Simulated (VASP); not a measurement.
All values below come from LDA (Ceperley-Alder, Perdew-Zunger), VASP's LDA PAW potentials (set 64) (plane waves; VASP 6.6.1).

Input for VASP

INCAR:
```
ALGO = Normal
EDIFF = 1E-6
ENCUT = 300
ISIF = 2
ISMEAR = -1
LASPH = .True.
LCHARG = .False.
LMAXMIX = 4
LREAL = .False.
LWAVE = .False.
NELM = 100
PREC = Accurate
SIGMA = 0.05
SYSTEM = Sc
```

POSCAR:
```
Sc
1.0
  3.2190050000   0.0000000000   0.0000000000
 -1.6095020000   2.7877390000   0.0000000000
  0.0000000000   0.0000000000  10.3571670000
Sc
4
Direct
  0.0000000000   0.0000000000   0.0000000000
  0.0000000000   0.0000000000   0.5000000000
  0.3333330000   0.6666670000   0.2500000000
  0.6666670000   0.3333330000   0.7500000000
```

File KPOINTS:
```
Automatic mesh
0
Gamma
8 8 3
0 0 0
```

POTCAR, in this order: Sc_sv (LDA.64 set). Program: vasp_std.

Output of the run:

OSZICAR:
```
       N       E                     dE             d eps       ncg     rms          rms(c)
DAV:   1     0.625817785273E+03    0.62582E+03   -0.16013E+04  1232   0.124E+03
DAV:   2     0.175164350199E+02   -0.60830E+03   -0.60433E+03  1592   0.808E+02
DAV:   3    -0.268644944707E+02   -0.44381E+02   -0.43304E+02  1718   0.234E+02
DAV:   4    -0.292885978108E+02   -0.24241E+01   -0.23071E+01  1744   0.443E+01
DAV:   5    -0.294712913188E+02   -0.18269E+00   -0.16740E+00  1752   0.925E+00    0.111E+01
DAV:   6    -0.271552525280E+02    0.23160E+01   -0.55140E+00  1300   0.253E+01    0.332E+00
DAV:   7    -0.268669589650E+02    0.28829E+00   -0.12308E+00  1424   0.109E+01    0.108E+00
DAV:   8    -0.268563120720E+02    0.10647E-01   -0.24359E-01  1440   0.491E+00    0.831E-01
DAV:   9    -0.268358960063E+02    0.20416E-01   -0.10585E-01  1440   0.308E+00    0.172E-01
DAV:  10    -0.268357086694E+02    0.18734E-03   -0.64749E-03  1536   0.812E-01    0.409E-02
DAV:  11    -0.268357599399E+02   -0.51270E-04   -0.47110E-04  1712   0.205E-01    0.293E-02
DAV:  12    -0.268357524951E+02    0.74448E-05   -0.12525E-04  1424   0.123E-01    0.451E-03
DAV:  13    -0.268357532753E+02   -0.78021E-06   -0.14523E-05  1120   0.257E-02    0.285E-03
DAV:  14    -0.268357533991E+02   -0.12380E-06   -0.39128E-06  1032   0.246E-02
   1 F= -.26835753E+02 E0= -.26806111E+02  d E =-.592840E-01
```

### OUTCAR
```
------------------------ aborting loop because EDIFF is reached ----------------------------------------
  FORCE on cell =-STRESS in cart. coord.  units (eV):
  Direction    XX          YY          ZZ          XY          YZ          ZX
  --------------------------------------------------------------------------------------
  Total       -1.3652261     -1.3652250     -1.5649213     -0.0000002      0.0000000      0.0000000
  in kB      -23.5342527    -23.5342341    -26.9766703     -0.0000042      0.0000000      0.0000000
  external PRESSURE =     -24.6817191 kB  Pullay stress =       0.0000000 kB
  volume of cell :       92.94
      direct lattice vectors                 reciprocal lattice vectors
     3.219005000  0.000000000  0.000000000     0.310655001  0.179356764  0.000000000
    -1.609502000  2.787739000  0.000000000     0.000000000  0.358713639  0.000000000
     0.000000000  0.000000000 10.357167000     0.000000000  0.000000000  0.096551499
 POSITION                                       TOTAL-FORCE (eV/Angst)
 -----------------------------------------------------------------------------------
      0.00000      0.00000      0.00000        -0.000000      0.000000      0.000000
      0.00000      0.00000      5.17858        -0.000000      0.000000      0.000000
     -0.00000      1.85849      2.58929        -0.000000      0.000000      0.000000
      1.60950      0.92925      7.76788         0.000000     -0.000000     -0.000000
 -----------------------------------------------------------------------------------
    total drift:                                0.000000     -0.000000      0.000000
  FREE ENERGIE OF THE ION-ELECTRON SYSTEM (eV)
  ---------------------------------------------------
  free  energy   TOTEN  =       -26.8357533991 eV

  energy  without entropy=      -26.7764693694  energy(sigma->0) =      -26.80611138
```
(Selected blocks of OUTCAR.)

**OUTCAR**
```
 val. band max:        3.8302812600   @ k =   0.2500   0.2500   0.3333

 cond. band min:       3.8571304295   @ k =   0.3750   0.0000   0.0000


 Fermi energy:         3.8526491135

 k-point     1 :       0.0000    0.0000    0.0000
  band No.  band energies     occupation
      1     -44.8099      2.00000
      2     -44.7764      2.00000
      3     -44.7550      2.00000
      4     -44.7210      2.00000
      5     -24.0409      2.00000
      6     -23.8100      2.00000
      7     -23.7652      2.00000
      8     -23.6069      2.00000
      9     -23.6069      2.00000
     10     -23.5758      2.00000
     11     -23.5758      2.00000
     12     -23.5674      2.00000
     13     -23.5673      2.00000
     14     -23.5360      2.00000
     15     -23.5360      2.00000
     16     -23.5239      2.00000
     17      -1.3730      2.00000
     18       0.1722      2.00000
     19       0.1811      2.00000
     20       2.0466      2.00000
     21       4.4224      0.00002
     22       4.6453      0.00000
     23       4.7009      0.00000
     24       5.3343      0.00000
     25       5.3491      0.00000
     26       5.4103      0.00000

 k-point     2 :       0.1250    0.0000    0.0000
  band No.  band energies     occupation
      1     -44.7997      2.00000
      2     -44.7690      2.00000
      3     -44.7476      2.00000
      4     -44.7165      2.00000
      5     -24.0159      2.00000
      6     -23.8183      2.00000
      7     -23.7795      2.00000
      8     -23.6588      2.00000
      9     -23.6241      2.00000
     10     -23.6122      2.00000
     11     -23.6051      2.00000
     12     -23.5889      2.00000
     13     -23.5886      2.00000
     14     -23.5799      2.00000
     15     -23.5440      2.00000
     16     -23.5337      2.00000
     17      -1.0085      2.00000
     18       0.4857      2.00000
     19       0.4943      2.00000
     20       2.3631      2.00000
     21       4.1009      0.01385
     22       4.4396      0.00002
...
```

At this cut-off the stress carries a Pulay error, which pulls relaxed volumes low.

The structure was generated: Sc was put into an ordered model structure, which need not be its known phase. The cell was not relaxed at this level. The run is one of a series of settings (GGA removed, POTCAR Sc_sv (LDA.64 set) against the base run), some of them coarse on purpose.
